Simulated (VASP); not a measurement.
VASP input:

### POSCAR
```
LuAs
1
    2.0108780000     1.1609810000     3.4416080000
   -2.0108780000     1.1609810000     3.4416080000
    0.0000000000    -2.3219620000     3.4416080000
Lu As
1 1
Direct
  0.7624000000   0.7624000000   0.7624000000
  0.2376000000   0.2376000000   0.2376000000
```

KPOINTS:
```
Automatic
0
Gamma
  8 8 8
```

INCAR:
```
! general
SYSTEM =LuAs
PREC   =Accurate
ENCUT  =300
LREAL  =.False.
LASPH  =.True.

! electronic loop
EDIFF  =1E-6
NELM   =100
ALGO   =Normal
LMAXMIX=6

! smearing
ISMEAR =-1
SIGMA  =0.1

! functional
GGA    =PE

! ions
ISIF   =2

! output
LWAVE  =.False.
LCHARG =.False.
```

POTCAR, in this order: Lu_3 As (PBE.64 set). Program: vasp_std.

Q: Write an equivalent input for Quantum ESPRESSO's pw.x.

A: One equivalent input (not run):
```
&CONTROL
  calculation = 'scf'
  pseudo_dir = './pseudo'
  outdir = './out'
  tprnfor = .true.
  tstress = .true.
/
&SYSTEM
  ibrav = 0
  nat = 2
  ntyp = 2
  ecutwfc = 100
  occupations = 'smearing'
  smearing = 'fermi-dirac'
  degauss = 0.00735
  input_dft = 'pbe'
/
&ELECTRONS
  conv_thr = 7.3e-08
  electron_maxstep = 100
/
ATOMIC_SPECIES
  Lu 174.967 Lu.upf
  As 74.922 As.upf
CELL_PARAMETERS angstrom
     2.0108780    1.1609810    3.4416080
    -2.0108780    1.1609810    3.4416080
     0.0000000   -2.3219620    3.4416080
ATOMIC_POSITIONS crystal
  Lu   0.7624000  0.7624000  0.7624000
  As   0.2376000  0.2376000  0.2376000
K_POINTS automatic
  8 8 8 0 0 0
```
The two are equivalent in intent, not identical: the potentials are each code's own (VASP's PAW set, PseudoDojo norm-conserving files in pw.x), so ENCUT and ecutwfc are chosen apart and not converted; conv_thr bounds pw.x's estimated SCF error, while EDIFF bounds the energy change between steps.

The structure was generated: LuAs was put into an ordered model structure, which need not be its known phase. The cell was not relaxed at this level.
